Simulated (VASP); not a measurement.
Input:

```
CELL_PARAMETERS angstrom
      0.00000     2.24519     2.24519
      2.24519     0.00000     2.24519
      2.24519     2.24519     0.00000
ATOMIC_POSITIONS crystal
  Hf 0.00000 0.00000 0.00000
  N  0.50000 0.50000 0.50000
```

Calculation: PBEsol GGA with spin-orbit coupling, VASP's PBE PAW potentials (set 64) (plane waves; VASP). Run with 520 eV cut-off, 13×13×13 Γ-centred mesh, Gaussian smearing of 0.050 eV, potentials Hf_pv N.

Q: Give the energies of bands 9 to 21 at the high-symmetry points, in eV from the Fermi level.

A: 
```tsv
band	Γ	X	U	L	W
9	-3.18	-5.49	-6.50	-9.07	-6.30
10	-3.18	-5.49	-6.50	-9.07	-6.30
11	-3.00	-4.00	-5.56	-6.36	-5.78
12	-3.00	-4.00	-5.56	-6.36	-5.78
13	-3.00	-3.81	-4.99	-6.31	-5.26
14	-3.00	-3.81	-4.99	-6.31	-5.26
15	-0.57	-3.53	-0.95	3.25	1.01
16	-0.57	-3.53	-0.95	3.25	1.01
17	-0.57	4.08	3.86	3.63	1.14
18	-0.57	4.08	3.86	3.63	1.14
19	-0.27	5.25	4.48	3.86	5.35
20	-0.27	5.25	4.48	3.86	5.35
21	1.93	5.81	6.20	4.44	5.96
```

It has no gap at this level: it comes out as a metal or semimetal.

The structure comes from a measured HfN entry (Fm-3m) of the Crystallography Open Database, whose conditions weren't checked. It was relaxed first.
